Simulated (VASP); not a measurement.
Consider the following.

```
CELL_PARAMETERS angstrom
      0.00000     1.76000     1.76000
      1.76000     0.00000     1.76000
      1.76000     1.76000     0.00000
ATOMIC_POSITIONS crystal
  Ni 0.00000 0.00000 0.00000
```

These are PBE GGA with spin-orbit coupling, VASP's PBE PAW potentials (set 64) (plane waves; VASP) values and carry that method's errors. Settings: 400 eV cut-off, 16×16×16 Γ-centred mesh, first-order Methfessel-Paxton smearing of 0.10 eV, potentials Ni. Starting moments (MAGMOM): 0 0 0.8.

### Question
Estimate the energy per atom (σ→0), pressure, band gap (on the k-mesh) with the smallest direct gap where there is one.

### Answer

- band gap (on the k-mesh): none (metal, semimetal or under 0.01 eV)
- energy per atom (σ→0): -5.481 eV/atom
- pressure: -1.17 GPa

The compound is Ni in the fcc structure. The cell was not relaxed at this level. The run is one of a series of settings (GGA_COMPAT = .FALSE., ISPIN removed, LSORBIT = .TRUE., MAGMOM = 0 0 0.8, program vasp_ncl against the base run), some of them coarse on purpose.
